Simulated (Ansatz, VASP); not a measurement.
# Cross-check of Ni (Ni(111)) between VASP and Ansatz, part 3 of 3

Wanted: the spread between two codes on one cell, functional and k mesh. The cell is taken from a series of runs on this material, whose earlier steps may have relaxed, scaled, displaced or heated it; both programs get it as it stands.

VASP 6.6.1 and Ansatz 0.2.0.

So far. Step 7 (Differences): VASP's last cycles still show a density residual of 3e-03, so its state may not be settled. Where the cell holds vacuum, a pressure given here is an average over it and none of the material.

## Step 8: Ansatz: single point, PBE, pair 3

Level of this step: Ansatz beside VASP: Kohn-Sham DFT, plane waves, PBE (Ansatz).

A single point takes one fixed geometry, so differences don't come from the geometry; what else differs is listed under the comparison. This pair takes another cell of the material, with 6 atoms against 7 for the pair before.

The cell is taken from a series of runs on this material, whose earlier steps may have relaxed, scaled, displaced or heated it; both programs get it as it stands.

File input.yaml:

```yaml
crystal:
  lattice:
    - [2.4890158698, 0.0, 0.0]
    - [1.2445079349, 2.1555509736, 0.0]
    - [0.0, 0.0, 28.1613647377]
  atoms:
    - { symbol: Ni, position: [0.3333333333, 0.3333333333, 0.3195867844], spin: 0.7 }
    - { symbol: Ni, position: [0.6666666667, 0.6666666667, 0.3917520706], spin: 0.7 }
    - { symbol: Ni, position: [0.0, 0.0, 0.4639173569], spin: 0.7 }
    - { symbol: Ni, position: [0.3333333333, 0.3333333333, 0.5360826431], spin: 0.7 }
    - { symbol: Ni, position: [0.6666666667, 0.6666666667, 0.6082479294], spin: 0.7 }
    - { symbol: Ni, position: [0.0, 0.0, 0.6804132156], spin: 0.7 }
magnetization:
  spin_polarized: true
kpoints:
  mp_grid: { grid: [19, 19, 1] }
hamiltonian:
  xc: pbe
scf:
  occupations: { method: fermi_dirac, width: 0.1 }
  convergence: { dr2_threshold: 1.0e-09 }
efield:
  axis: 3
  dipole_correction: true
  ramp_position: 0.97
  ramp_width: 0.06
output:
  write_potential: true
  write_density: true
  volumetric_format: npy
```

Started as:

```bash
$ ansatz run input.yaml --threads 4 --pin off --max-ram 6144MiB --backend cpu --events-out ev --progress --plain --runs-dir out
```

Numbers of over 12 decimals in the logs are rounded to 6 here.

Log:

```text
[...]
Crystal: 6 atoms, lattice volume = 151.091 Å³
Basis set: ecut = 420 eV, 2837 PW (Γ)
Bands: 68, of which v1, the nominal top of the filled ones, is band 54 counted from 1 (53 counted from 0)
Symmetry: 6 space group operations
k-points: 40 of 361 (time reversal used)
[...]
k-point 1 ↑: bands = [... 50 lower, 3.7619, 3.8721, 3.9100, 4.0216, 4.0963, 4.1123, 4.3164, 4.3239, ... 10 higher]
  k-point 2 ↑: bands = [... 50 lower, 3.7350, 3.7490, 3.8049, 3.8923, 4.0970, 4.1155, 4.3180, 4.4101, ... 10 higher]
  k-point 39 ↓: bands = [... 50 lower, 5.0758, 5.1087, 5.1172, 5.1862, 9.1681, 9.5329, 10.0704, 10.5051, ... 10 higher]
[key lines of the parts left out:]
SCF converged after 18 iterations
Magnetization: 3.9142 μB (55.9571 up, 52.0429 down)
Free energy (F): -35037.192251 eV
Fermi energy:    5.025250 eV
Dipole field:    D = 0.000010 V/Å  (p = 0.000008 e·Å, saw-weighted, corrected)
Work function:   Φ+ = 5.0693 eV   Φ− = 5.0695 eV
```

## Step 9: VASP: single point, PBE, pair 3

The same cell, functional, mesh and smearing now go to VASP, with its own data sets.

File INCAR:

```
SYSTEM = Ni
PREC = Accurate
ENCUT = 520
EDIFF = 1E-06
NELM = 200
ISMEAR = -1
SIGMA = 0.1
LREAL = .FALSE.
ALGO = Normal
GGA = PE
NBANDS = 43
ISPIN = 2
MAGMOM = 0.71 0.71 0.66 0.66 0.71 0.71
LASPH = .TRUE.
LMAXMIX = 4
LORBIT = 11
LWAVE = .FALSE.
LCHARG = .FALSE.
ISIF = 2
LDIPOL = .TRUE.
IDIPOL = 3
DIPOL = 0.5 0.5 0.5
LVHAR = .TRUE.
GGA_COMPAT = .FALSE.
NELMDL = -8
KPAR = 2
```

File POSCAR:

```
Ni
1.0
    2.4890158698      0.0000000000      0.0000000000
    1.2445079349      2.1555509736      0.0000000000
    0.0000000000      0.0000000000     28.1613647377
Ni
6
Direct
    0.3333333334      0.3333333334      0.3195867844
    0.6666666667      0.6666666667      0.3917520706
    0.0000000000      0.0000000000      0.4639173569
    0.3333333334      0.3333333334      0.5360826431
    0.6666666667      0.6666666667      0.6082479294
    0.0000000000      0.0000000000      0.6804132156
```

File KPOINTS:

```
Automatic mesh
0
Gamma
19 19 1
0 0 0
```

The projector-augmented-wave data sets are Ni (PBE family, release 64).

Started as:

```bash
$ mpirun -np 2 vasp_std
```

Log:

```text
[banner, memory and clock lines left out]
running    2 mpi-ranks, on    1 nodes
[...]
LDA part: xc-table for (Slater+PW92), standard interpolation
 POSCAR, INCAR and KPOINTS ok, starting setup
[...]
entering main loop
       N       E                     dE             d eps       ncg     rms          rms(c)
DAV:   1     0.438485361483E+03    0.43849E+03   -0.26742E+04  6880   0.160E+03
DAV:   2    -0.210847204802E+01   -0.44059E+03   -0.41696E+03  6896   0.336E+02
DAV:   3    -0.369524016746E+02   -0.34844E+02   -0.32454E+02  7304   0.131E+02
DAV:   4    -0.375777627317E+02   -0.62536E+00   -0.62387E+00  7568   0.194E+01
[...]
DAV:  37    -0.317073407703E+02   -0.11125E-04   -0.23993E-07  4737   0.417E-03    0.593E-04
DAV:  38    -0.317073421299E+02   -0.13596E-05   -0.52715E-08  4624   0.219E-03    0.118E-03
DAV:  39    -0.317073422702E+02   -0.14027E-06   -0.32944E-08  4701   0.195E-03
   1 F= -.31707342E+02 E0= -.31534333E+02  d E =-.346018E+00  mag=     3.8337
```

From OUTCAR (step 9):

```text
  Total       -1.6155046     -1.6155046     -0.6429279      0.0000000     -0.0000000      0.0000000
  in kB      -17.1308587    -17.1308587     -6.8176267      0.0000000     -0.0000000      0.0000000
  external PRESSURE =     -13.6931147 kB  Pullay stress =       0.0000000 kB

 POSITION                                       TOTAL-FORCE (eV/Angst)
 -----------------------------------------------------------------------------------
      1.24451      0.71852      9.00000         0.000000      0.000000      0.144839
      2.48902      1.43703     11.03227         0.000000      0.000000     -0.129484
      0.00000      0.00000     13.06455        -0.000000     -0.000000     -0.022572
      1.24451      0.71852     15.09682         0.000000      0.000000      0.022572
      2.48902      1.43703     17.12909        -0.000000      0.000000      0.129484
      0.00000      0.00000     19.16136        -0.000000      0.000000     -0.144839
 -----------------------------------------------------------------------------------
    total drift:                                0.000000      0.000000      0.000689

  FREE ENERGIE OF THE ION-ELECTRON SYSTEM (eV)
  ---------------------------------------------------
  free  energy   TOTEN  =       -31.7073422702 eV

  energy  without entropy=      -31.3613240897  energy(sigma->0) =      -31.53433318

 magnetization (x)
# of ion       s       p       d       tot
------------------------------------------
    1       -0.005  -0.023   0.700   0.671
    2       -0.007  -0.026   0.697   0.665
    3       -0.007  -0.025   0.655   0.624
    4       -0.007  -0.025   0.655   0.624
    5       -0.007  -0.026   0.697   0.665
    6       -0.005  -0.023   0.700   0.671
--------------------------------------------------
tot         -0.037  -0.148   4.104   3.920

[... 3 further parts left out ...]
[key lines of the parts left out:]
E-fermi :   1.2315
```

## Step 10: Comparison

What differs besides the data sets and the points named for the pairs above, as far as they apply: the data sets hold 108 valence electrons in Ansatz (on its default PAW (the set named soft_2) files) and 60 in VASP. Total energies have different zeros and are not compared.

Both answers:

| quantity | Ansatz | VASP | difference |
| --- | --- | --- | --- |
| total moment (μB) | 3.91 | 3.83 | +0.08 |
| moment on Ni1 (μB) | 0.71 | 0.67 | +0.04 |
| moment on Ni6 (μB) | 0.71 | 0.67 | +0.04 |
| moment on Ni5 (μB) | 0.71 | 0.67 | +0.04 |
| moment on Ni2 (μB) | 0.71 | 0.67 | +0.04 |
| moment on Ni4 (μB) | 0.67 | 0.62 | +0.04 |
| moment on Ni3 (μB) | 0.67 | 0.62 | +0.04 |
| work function, lower of the two faces (eV) | 5.07 | 5.05 | +0.02 |
| work function, higher of the two faces (eV) | 5.07 | 5.05 | +0.02 |

Where the cell holds vacuum, a pressure given here is an average over it and none of the material.

## Step 11: Outcome

| Property | Result |
| --- | --- |
| difference in work function, higher of the two faces (single point, PBE, pair 1) | 0.020 eV |
| difference in work function, higher of the two faces (single point, PBE, pair 2) | 0.024 eV |
| difference in work function, higher of the two faces (single point, PBE, pair 3) | 0.022 eV |

**Reading.** The difference in work function, higher of the two faces is 0.020 eV (single point, PBE, pair 1). The data sets hold unlike numbers of valence electrons (90 in Ansatz and 50 in VASP, 126 in Ansatz and 70 in VASP and 108 in Ansatz and 60 in VASP), so part of the differences may come from the potentials. 4 further pairs of this series are not shown here. Such differences can come from data sets, numerical settings and the points named under the comparisons, not from the functional's error against experiment.

[Lines on the potential files, build, host, timing and source positions are cut from VASP's logs without a mark.]

[Logs are printed without paths, hosts, clocks, repeated set-up lines and the standing remarks that a program may print on its own settings, such as how far it seeks lower states.]

[Hosts, paths, dates, database ids (printed as entryN), source tags and the programs' standing remarks are cut or masked in the printed files.]
